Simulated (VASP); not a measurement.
# Ti2SiTe2 (P1) in VASP: relaxation of cell and atoms with PBE

Aim: the relaxation of cell and atoms of Ti2SiTe2 with PBE.

Program: VASP 6.6.1. These are calculated values, not measurements. Logs are shortened: lines on timing, memory, paths and dates and some standing lists are left out, and cuts for length are marked.

## 1. The crystal as given

The typed cell holds 10 atoms: a = 3.608 Å, b = 7.376 Å, c = 10.115 Å, α = 90.93°, β = 90.20°, γ = 119.82°.

The cell was built by a generator and needn't be a form met in nature.

## 2. Relaxation of cell and atoms, PBE

INCAR reads:

```
SYSTEM = Ti2SiTe2
PREC = Normal
ENCUT = 520
EDIFF = 1E-5
ISMEAR = 0
SIGMA = 0.15
LREAL = Auto
LASPH = .True.
NELM = 80
ALGO = Fast
ISIF = 3
LWAVE = .False.
LCHARG = .False.
GGA = PE
IBRION = 2
NSW = 110
EDIFFG = -0.03
ISYM = 0
KPAR = 8
```

KPOINTS reads:

```
Automatic mesh
0
Gamma
  7 7 3
  0 0 0
```

POSCAR reads:

```
Ti2SiTe2
1.0
    3.6082644600     -0.0172195800     -0.0062671400
   -3.6380896600      6.4163782100     -0.0591081500
   -0.0174286800     -0.1049657700     10.1149126500
Ti Si Te
4 2 4
Direct
    0.3168593100      0.3018111400      0.1212586400
    0.3496300500      0.8379580200      0.1276293200
    0.6032678700      0.1510949300      0.8389919000
    0.6704540600      0.7019315700      0.8527178800
    0.0849935000      0.9838404000      0.9922646600
    0.0142209200      0.5515781400      0.9880090400
    0.6609181000      0.2116358700      0.3070998800
    0.7269357500      0.6624324700      0.3175077700
    0.3373630300      0.3310430100      0.6694155200
    0.2667393400      0.8301114000      0.6899442100
```

Potentials or basis: VASP PAW PBE potentials, release 64 (Ti_sv, Si, Te).

On the command line:

```bash
$ cat potpaw_PBE.64/Ti_sv/POTCAR potpaw_PBE.64/Si/POTCAR potpaw_PBE.64/Te/POTCAR > POTCAR
$ mpirun -np 8 vasp_std > vasp.out
```

OUTCAR:

```text
SYSTEM = Ti2SiTe2
   PREC = Normal
   ENCUT = 520
   EDIFF = 1E-5
   ISMEAR = 0
   LREAL = Auto
   LASPH = .True.
   NELM = 80
   ISIF = 3
   GGA = PE
   IBRION = 2
   NSW = 110
   EDIFFG = -0.03
   ISYM = 0

 ion  position               nearest neighbor table
   1  0.317  0.302  0.121-   5 2.42   7 2.52   6 2.65   7 2.84   6 2.91   8 3.02
   2  0.350  0.838  0.128-   5 2.24   6 2.30   5 2.70   8 2.76   7 2.98   8 3.01
   3  0.603  0.151  0.839-   5 2.28  10 2.52   9 2.64   9 2.89   6 2.95   5 3.02
   4  0.670  0.702  0.853-   5 2.31   6 2.46   6 2.48  10 2.51  10 2.67   9 2.99
   5  0.085  0.984  0.992-   2 2.24   3 2.28   4 2.31   1 2.42   2 2.70   3 3.02   6 3.07
   6  0.014  0.552  0.988-   2 2.30   4 2.46   4 2.48   1 2.65   1 2.91   3 2.95   5 3.07
   7  0.661  0.212  0.307-   1 2.52   1 2.84   2 2.98   8 3.21   8 3.62
   8  0.727  0.662  0.318-   2 2.76   2 3.01   1 3.02   7 3.21   7 3.62
   9  0.337  0.331  0.669-   3 2.64   3 2.89   4 2.99  10 3.54  10 3.58
  10  0.267  0.830  0.690-   4 2.51   3 2.52   4 2.67   9 3.54   9 3.58

IMPORTANT INFORMATION: All symmetrisations will be switched off!
NOSYMM: (Re-)initialisation of all symmetry stuff for point group C_1.

----------------------------------------------------------------------------------------

                                     Primitive cell

  volume of cell :     233.5212

  direct lattice vectors                    reciprocal lattice vectors
     3.608264460 -0.017219580 -0.006267140     0.277897269  0.157587366  0.002114172
    -3.638089660  6.416378210 -0.059108150     0.000748679  0.156290616  0.001623169
    -0.017428680 -0.104965770 10.114912650     0.000176559  0.001010950  0.098874724

  length of vectors
     3.608310991  7.376252401 10.115472282     0.319476352  0.156300838  0.098880049

  position of ions in fractional coordinates (direct lattice)
     0.316859310  0.301811140  0.121258640
     0.349630050  0.837958020  0.127629320
     0.603267870  0.151094930  0.838991900
     0.670454060  0.701931570  0.852717880
     0.084993500  0.983840400  0.992264660
     0.014220920  0.551578140  0.988009040
     0.660918100  0.211635870  0.307099880
     0.726935750  0.662432470  0.317507770
     0.337363030  0.331043010  0.669415520
     0.266739340  0.830111400  0.689944210

  ion indices of the primitive-cell ions
   primitive index   ion index
                 1           1
                 2           2
                 3           3
                 4           4
                 5           5
                 6           6
                 7           7
                 8           8
                 9           9
                10          10

----------------------------------------------------------------------------------------

 KPOINTS: Automatic mesh

Automatic generation of k-mesh.
 Grid dimensions read from file:
 generate k-points for:    7    7    3

 Generating k-lattice:

  Cartesian coordinates                     Fractional coordinates (reciprocal lattice)
     0.039699610  0.022512481  0.000302025     0.142857143 -0.000000000  0.000000000
     0.000106954  0.022327231  0.000231881    -0.000000000  0.142857143 -0.000000000
     0.000058853  0.000336983  0.032958241     0.000000000  0.000000000  0.333333333

  Length of vectors
     0.045639479  0.022328691  0.032960016

  Shift w.r.t. Gamma in fractional coordinates (k-lattice)
     0.000000000  0.000000000  0.000000000

 Subroutine IBZKPT returns following result:
 ===========================================

 Found     74 irreducible k-points:

 Following reciprocal coordinates:
            Coordinates               Weight
  0.000000  0.000000  0.000000      1.000000
  0.142857 -0.000000 -0.000000      2.000000
  0.285714 -0.000000 -0.000000      2.000000
  0.428571 -0.000000 -0.000000      2.000000
 -0.000000  0.142857  0.000000      2.000000
  0.142857  0.142857 -0.000000      2.000000
[... 16 lines left out ...]
 -0.428571  0.428571  0.000000      2.000000
 -0.285714  0.428571 -0.000000      2.000000
 [... further k-points ...]
   k-points           NKPTS =     74   k-points in BZ     NKDIM =     74   number of bands    NBANDS=     48
   number of dos      NEDOS =    301   number of ions     NIONS =     10
   total plane-waves  NPLWV =  47040
   dimension x,y,z NGX =    20 NGY =   42 NGZ =   56
   dimension x,y,z NGXF=    40 NGYF=   84 NGZF=  112
   ions per type =               4   2   4
   NGX,Y,Z   is equivalent  to a cutoff of   9.21,  9.47,  9.20 a.u.
   NGXF,Y,Z  is equivalent  to a cutoff of  18.43, 18.93, 18.41 a.u.
 SYSTEM =  Ti2SiTe2
   PREC   = normal    normal or accurate (medium, high low for compatibility)
   ISTART =      0    job   : 0-new  1-cont  2-samecut
   ICHARG =      2    charge: 1-file 2-atom 10-const
   ISPIN  =      1    spin polarized calculation?
   LNONCOLLINEAR =      F non collinear calculations
   LSORBIT =      F    spin-orbit coupling
   LASPH  =      T    aspherical Exc in radial PAW
   ENCUT  =  520.0 eV  38.22 Ry    6.18 a.u.   6.71 13.71 18.81*2*pi/ulx,y,z
   NELM   =     80;   NELMIN=  2; NELMDL= -5     # of ELM steps
   EDIFF  = 0.1E-04   stopping-criterion for ELM
   LREAL  =      T    real-space projection
   EDIFFG = -.3E-01   stopping-criterion for IOM
   NSW    =    110    number of steps for IOM
   IBRION =      2    ionic relax: 0-MD 1-quasi-New 2-CG
   NFREE  =      1    steps in history (QN), initial steepest desc. (CG)
   ISIF   =      3    stress and relaxation
   ISYM   =      0    0-nonsym 1-usesym 2-fastsym
   POTIM  = 0.5000    time-step for ionic-motion
   TEBEG  =    0.0;   TEEND  =   0.0 temperature during run
   PSTRESS=    0.0 pullay stress
   NELECT =      80.0000    total number of electrons
   NUPDOWN=      -1.0000    fix difference up-down
   EMIN   =  10.00;   EMAX   =-10.00  energy-range for DOS
   EFERMI =   0.00;   METHOD = LEGACY
   ISMEAR =     0;   SIGMA  =   0.15  broadening in eV -4-tet -1-fermi 0-gaus
   EFERMI_NEDOS =   21; number of points for ismear=-14 and -15
   IALGO  =     68    algorithm
   IMIX   =      4    mixing-type and parameters
     AMIX     =   0.40;   BMIX     =  1.00
     AMIX_MAG =   1.60;   BMIX_MAG =  1.00
  volume/ion in A,a.u.               =      23.35       157.59
  Fermi-wavevector in a.u.,A,eV,Ry     =   1.145503  2.164686 17.853240  1.312176
  Thomas-Fermi vector in A             =   2.282191
   LORBIT       =      0    0 simple, 1 ext, 2 COOP (PROOUT), +10 PAW based schemes
   GGA     = PE    functional components
   LHFCALC =     F    Hartree Fock is set to
   AEXX    =    0.0000 exact exchange contribution
   IVDW    =     0    specifies the selected vdW correction
   LEPSILON=     F    determine dielectric tensor
   LRPA    =     F    only Hartree local field effects (RPA)
 conjugate gradient relaxation of ions
 non-spin polarized calculation
 RMM-DIIS sequential band-by-band and
 Gauss-broadening in eV      SIGMA  =   0.15
  energy-cutoff  :      520.00
  volume of cell :      233.52
 maximum number of plane-waves:      6318
   NGX = 13   NGY = 27   NGZ = 37

--------------------------------------- Ionic step        1  -------------------------------------------

 number of electron      80.0000020 magnetization

 Free energy of the ion-electron system (eV)
  ---------------------------------------------------
  ext. energy  EPLUGINS =         0.00000000
  ---------------------------------------------------
  free energy    TOTEN  =       -57.70856458 eV

  energy without entropy =      -57.65225967  energy(sigma->0) =      -57.68041212

------------------------ aborting loop because EDIFF is reached ----------------------------------------

  FORCE on cell =-STRESS in cart. coord.  units (eV):
  Direction    XX          YY          ZZ          XY          YZ          ZX
  --------------------------------------------------------------------------------------
  -------------------------------------------------------------------------------------
  Total        7.0209021      9.2391890     12.4871759      0.1268848      0.3475246      0.9717936
  in kB       48.1700617     63.3896189     85.6738964      0.8705504      2.3843490      6.6674279
  external PRESSURE =      65.7445257 kB  Pullay stress =       0.0000000 kB
[... 113 lines left out ...]
  FREE ENERGIE OF THE ION-ELECTRON SYSTEM (eV)
  ---------------------------------------------------
  free  energy   TOTEN  =       -59.5739634051 eV

  energy  without entropy=      -59.5208984711  energy(sigma->0) =      -59.54743094

[... ionic steps 4 to 26 ...]

--------------------------------------- Ionic step       27  -------------------------------------------

 number of electron      80.0000040 magnetization

------------------------ aborting loop because EDIFF is reached ----------------------------------------

  FORCE on cell =-STRESS in cart. coord.  units (eV):
  Direction    XX          YY          ZZ          XY          YZ          ZX
  --------------------------------------------------------------------------------------
  -------------------------------------------------------------------------------------
  Total        0.0250535     -0.3048959     -0.0661258      0.0021356     -0.1578009     -0.0015232
  in kB        0.1690173     -2.0569053     -0.4461017      0.0144072     -1.0645650     -0.0102760
  external PRESSURE =      -0.7779966 kB  Pullay stress =       0.0000000 kB
[... 73 lines left out ...]
  energy  without entropy=      -60.7615891430  energy(sigma->0) =      -60.78154148

--------------------------------------- Ionic step       29  -------------------------------------------

 number of electron      80.0000039 magnetization

 Free energy of the ion-electron system (eV)
  ---------------------------------------------------
  ext. energy  EPLUGINS =         0.00000000
  ---------------------------------------------------
  free energy    TOTEN  =       -60.80169262 eV

  energy without entropy =      -60.76181428  energy(sigma->0) =      -60.78175345

 E-fermi :   6.5380     XC(G=0):  -9.9215

 val. band max:        6.5355431163   @ k =   0.0000   0.2857   0.0000
 cond. band min:       6.5476806971   @ k =   0.4286   0.1429   0.3333
 fundamental gap:      0.0121375808
 Fermi energy:         6.5380328275

 k-point     1 :       0.0000    0.0000    0.0000
  band No.  band energies     occupation
      1     -50.4892      2.00000
      2     -50.4843      2.00000
      3     -50.4828      2.00000
      4     -50.4805      2.00000
      5     -26.8039      2.00000
      6     -26.7903      2.00000
[... 1213 lines left out ...]
     47       8.2779      0.00000
     48       8.3449      0.00000

 [... further k-points ...]

------------------------ aborting loop because EDIFF is reached ----------------------------------------

  FORCE on cell =-STRESS in cart. coord.  units (eV):
  Direction    XX          YY          ZZ          XY          YZ          ZX
  --------------------------------------------------------------------------------------
  -------------------------------------------------------------------------------------
  Total       -0.0789001     -0.1787528     -0.0568505     -0.0069864     -0.0547598      0.0254157
  in kB       -0.5325585     -1.2065425     -0.3837286     -0.0471564     -0.3696169      0.1715504
  external PRESSURE =      -0.7076099 kB  Pullay stress =       0.0000000 kB
[... 25 lines left out ...]
  FREE ENERGIE OF THE ION-ELECTRON SYSTEM (eV)
  ---------------------------------------------------
  free  energy   TOTEN  =       -60.8016926157 eV

  energy  without entropy=      -60.7618142799  energy(sigma->0) =      -60.78175345

 reached required accuracy - stopping structural energy minimisation
```

Run time: 31 min. Hardware: 8 MPI ranks of Intel Xeon 6975P-C (Granite Rapids), shared host; peak memory 0.63 GiB.

Results:

```
Free energy                            : -60.8017 eV
Relaxed volume                         : 23.74 Å³/atom
Relaxed cell                           : a = 3.695 Å, b = 7.288 Å, c = 10.251 Å, α = 89.48°, β = 91.30°, γ = 120.66°
Space group after relaxing (to 0.05 Å) : P-1 (No. 2)
Energy gained by relaxing              : 309.3 meV/atom
Ionic steps                            : 29
Pressure after relaxing                : -0.1 GPa
Largest force after relaxing           : 0.030 eV/Å
Band gap on the k mesh                 : none (metal or under the smearing width)
```

Forces on the atoms (eV/Å):
```
Ti  -0.021  0.000  0.001
Ti   0.019 -0.011 -0.020
Ti   0.013  0.001 -0.003
Ti  -0.015 -0.014 -0.009
Si  -0.007 -0.011  0.009
Si   0.003  0.027  0.011
Te   0.000  0.007 -0.004
Te   0.004 -0.013  0.001
Te   0.003  0.005  0.013
Te   0.001  0.009  0.000
```

Step by step:
```tsv
step	energy change (eV)	largest force (eV/Å)	pressure (GPa)	volume (Å³)
1	0.0000	4.1561	6.57	233.52
2	-1.7170	1.3866	-6.51	267.38
3	-1.8654	1.2880	-4.63	258.62
4	-2.6695	0.9111	-0.57	240.83
5	-2.7140	1.1089	1.19	235.81
6	-2.9022	0.9164	0.47	236.13
7	-2.9143	0.9276	0.32	236.22
8	-2.9974	0.4898	-0.43	238.02
9	-3.0121	0.3141	-0.91	239.12
10	-3.0392	0.2662	0.71	234.42
11	-3.0402	0.2438	0.44	235.15
12	-3.0587	0.1522	0.21	235.87
13	-3.0635	0.1938	0.01	236.54
14	-3.0725	0.1175	-0.07	237.00
15	-3.0735	0.1265	-0.11	237.20
16	-3.0783	0.0676	0.12	236.61
17	-3.0792	0.0732	0.21	236.33
18	-3.0833	0.0687	-0.12	237.48
19	-3.0837	0.0983	-0.32	238.08
20	-3.0837	0.0894	-0.28	237.87
21	-3.0859	0.0913	-0.25	237.90
22	-3.0880	0.0946	-0.20	237.94
23	-3.0880	0.0965	-0.21	237.93
24	-3.0902	0.0608	-0.04	237.41
25	-3.0910	0.0525	0.15	236.89
26	-3.0918	0.0396	0.06	237.15
27	-3.0922	0.0457	-0.08	237.49
28	-3.0929	0.0313	-0.08	237.41
29	-3.0931	0.0298	-0.07	237.37
```

Final structure:
```
Ti Si Te
1.0
     3.69449   -0.00726   -0.04028
    -3.70401    6.27612    0.03029
    -0.12019   -0.01257   10.25028
Ti Si Te
4 2 4
Direct
  0.34976 0.34273 0.13219
  0.34626 0.84287 0.13214
  0.65660 0.16989 0.84869
  0.66013 0.67014 0.84917
  0.00273 0.00685 0.99039
  0.00393 0.50595 0.99030
  0.69456 0.17756 0.30749
  0.69365 0.67817 0.30727
  0.31143 0.33484 0.67351
  0.31233 0.83444 0.67369
```

Spin-orbit coupling is left out, which matters for the levels of Te.
